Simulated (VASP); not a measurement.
CdF2 (fluorite) is relaxed at rising pressure, each step from the one before. Symmetry mostly holds the structure type, and other phases were not tried. The mesh follows the cell, and a change of mesh leaves a small step in the series.

CdF2 is taken in the cubic space group Fm-3m (No. 225), the fluorite structure, Pearson symbol cF12. Conventional cell: a = b = c = 5.4866 Å, α = β = γ = 90.00°. Cd on 4a has 8 F at 2.376 Å (cubic). F on 8c sees 4 Cd at 2.376 Å (tetrahedral). (Neighbours: up to the widest gap in distance over summed covalent radii, below 1.35, at either atom; cation-cation and far metal-metal contacts left out.)
(The calculation used a cell of 3 atoms; values per cell refer to that cell.)

All values below come from PBE GGA, VASP's PBE PAW potentials (set 64) (plane waves; VASP 6.6.1). Numerical set-up: 620 eV cut-off, 7×7×7 Γ-centred mesh, Gaussian smearing of 0.050 eV, potentials Cd F.

```json
[
 {"P (GPa)": "0", "V (Å³/atom)": "13.76", "H − H(0) (eV/atom)": "0.000", "space group": "Fm-3m", "k-mesh": "7×7×7"},
 {"P (GPa)": "5", "V (Å³/atom)": "13.13", "H − H(0) (eV/atom)": "0.421", "space group": "Fm-3m", "k-mesh": "7×7×7"},
 {"P (GPa)": "10", "V (Å³/atom)": "12.64", "H − H(0) (eV/atom)": "0.825", "space group": "Fm-3m", "k-mesh": "7×7×7"},
 {"P (GPa)": "20", "V (Å³/atom)": "(withheld)", "H − H(0) (eV/atom)": "(withheld)", "space group": "Fm-3m", "k-mesh": "7×7×7"},
 {"P (GPa)": "30", "V (Å³/atom)": "11.33", "H − H(0) (eV/atom)": "2.318", "space group": "Fm-3m", "k-mesh": "7×7×7"},
 {"P (GPa)": "45", "V (Å³/atom)": "(withheld)", "H − H(0) (eV/atom)": "(withheld)", "space group": "Fm-3m", "k-mesh": "8×8×8"}
]
```

### Question
Fill in the missing entries.

### Answer

- 45, V (Å³/atom): 10.67
- 45, H − H(0) (eV/atom): 3.349
- 20, V (Å³/atom): 11.89
- 20, H − H(0) (eV/atom): 1.592

Pressures at which the relaxation failed are left out.

The compound is CdF2 in the fluorite structure.
